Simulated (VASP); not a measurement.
TiN: band structure with PBE

TiN:

```xyz
2
Lattice="0.0000 2.1240 2.1240 2.1240 0.0000 2.1240 2.1240 2.1240 0.0000" Properties=species:S:1:pos:R:3 pbc="T T T"
Ti    0.0000    0.0000    0.0000
N     2.1240    2.1240    2.1240
```

```json
{
 "Program": "VASP 6.6.1",
 "Task": "band structure",
 "Functional": "PBE",
 "Potentials or basis": "VASP PAW PBE potentials, release 64 (Ti_sv, N_h)",
 "Cutoff": "900 eV",
 "k mesh": "12 × 12 × 12",
 "Occupations": "gaussian, width 0.02 eV",
 "Spin": "no spin polarisation",
 "Further INCAR settings": "ALGO = Normal; EDIFF = 1e-07; NBANDS = 16"
}
```

The pressure is 0.0 GPa. The band gap along the path is none (metal or under the smearing width).

Levels at the corners of the path, in eV from the Fermi level:
| point | band 6 | band 7 | band 8 | band 9 | band 10 | band 11 |
| --- | --- | --- | --- | --- | --- | --- |
| Γ | -1.98 | -1.98 | -1.98 | -0.56 | -0.56 | -0.56 |
| X | -5.77 | -3.17 | -3.17 | -2.99 | 1.67 | 2.41 |
| X | -5.77 | -3.17 | -3.17 | -2.99 | 1.67 | 2.41 |
| W | -5.41 | -5.41 | -5.29 | 0.97 | 0.97 | 2.42 |
| W | -5.41 | -5.41 | -5.29 | 0.97 | 0.97 | 2.42 |
| K | -5.74 | -5.65 | -4.39 | -0.41 | 2.01 | 2.34 |
| K | -5.74 | -5.65 | -4.39 | -0.41 | 2.01 | 2.34 |
| Γ | -1.98 | -1.98 | -1.98 | -0.56 | -0.56 | -0.56 |
| Γ | -1.98 | -1.98 | -1.98 | -0.56 | -0.56 | -0.56 |
| L | -8.00 | -5.40 | -5.40 | 1.72 | 1.72 | 2.39 |
| L | -8.00 | -5.40 | -5.40 | 1.72 | 1.72 | 2.39 |
| U | -5.74 | -5.65 | -4.39 | -0.41 | 2.01 | 2.34 |
| U | -5.74 | -5.65 | -4.39 | -0.41 | 2.01 | 2.34 |
| W | -5.41 | -5.41 | -5.29 | 0.97 | 0.97 | 2.42 |
| W | -5.41 | -5.41 | -5.29 | 0.97 | 0.97 | 2.42 |
| L | -8.00 | -5.40 | -5.40 | 1.72 | 1.72 | 2.39 |
| L | -8.00 | -5.40 | -5.40 | 1.72 | 1.72 | 2.39 |
| K | -5.74 | -5.65 | -4.39 | -0.41 | 2.01 | 2.34 |
| U | -5.74 | -5.65 | -4.39 | -0.41 | 2.01 | 2.34 |
| X | -5.77 | -3.17 | -3.17 | -2.99 | 1.67 | 2.41 |

Wall time 100 s on 1 thread of Intel(R) Xeon(R) Platinum 8259CL CPU @ 2.50GHz (Skylake/Cascade Lake), on a shared host, peak memory 0.22 GiB.

Caveat: the cutoff is under 1.25 times the usual one of these potentials, so pressure, stress and relaxed cells hold a basis-set (Pulay) error.
